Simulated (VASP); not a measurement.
Energy against volume of Tm (hcp). Level of theory: RPBE GGA, VASP's PBE PAW potentials (set 64) (plane waves; VASP 6.6.1). Numerical set-up: 520 eV cut-off, 12×12×7 Γ-centred mesh, first-order Methfessel-Paxton smearing of 0.10 eV, potentials Tm_3.

The 4f electrons are frozen in the core of the lanthanide potential, so 4f levels, which can set the real gap, and their magnetism are missing.

Shape and ions are relaxed at each volume.

```tsv
V (Å³/atom)	E (eV/atom)
29.704	-4.13202
30.652	-4.14588
31.599	-4.15100
32.547	-4.14843
```

Fit these four points and predict the energy of the run at 33.495 Å³/atom.

A cubic in V^(−2/3), the third-order Birch-Murnaghan form, passes through the four points with V0 = 31.74 Å³/atom and B0 = 43 GPa, and gives -4.1391 eV/atom there. The run gave -4.1391 eV/atom, -0.0 meV/atom from the fit; all five points give B0 = 43 GPa.

The compound is Tm in the hcp structure. It was relaxed first, which changed the volume by +5 %.
